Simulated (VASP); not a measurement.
## ZnB2: single point with PBE

The system is ZnB2.

```
CELL_PARAMETERS angstrom
0.00000 2.40586 2.40586
2.40586 0.00000 2.40586
2.40586 2.40586 0.00000
ATOMIC_POSITIONS crystal
Zn 0.00000 0.00000 0.00000
B 0.25000 0.25000 0.25000
B 0.50000 0.50000 0.50000
```

The cell was built by a generator and needn't be a form met in nature.

The cell isn't the ideal one: species swapped into the Cu2Se type (F-43m, No. 216).

- Program: VASP 6.6.1
- Task: single point
- Functional: PBE
- Potentials or basis: VASP PAW PBE potentials, release 64 (Zn, B)
- Cutoff: 520 eV
- k mesh: 6 × 6 × 6
- Occupations: gaussian, width 0.1 eV
- Spin: no spin polarisation
- Dipole correction: no
- Further INCAR settings: ALGO = Fast; EDIFF = 1e-07; NBANDS = 16

```
Pressure               : -2.2 GPa
Band gap on the k mesh : none (metal or under the smearing width)
```

Levels at points of the mesh, in eV from the Fermi level:
```tsv
k point	band 7	band 8	band 9	band 10	band 11	band 12
(0.00, 0.00, 0.00)	0.20	0.20	0.20	2.49	2.49	2.49
(0.50, 0.00, 0.00)	-7.29	-0.99	-0.99	2.56	3.09	3.09
(0.50, 0.50, 0.00)	-6.38	-4.48	-4.48	-0.25	2.18	9.09
```

Wall time 14 s on 1 thread of Intel(R) Xeon(R) Platinum 8259CL CPU @ 2.50GHz (Skylake/Cascade Lake) (shared host), peak memory 0.15 GiB.

Caveat: the k mesh is coarse (spacing up to 0.38 Å⁻¹), so the values aren't converged.
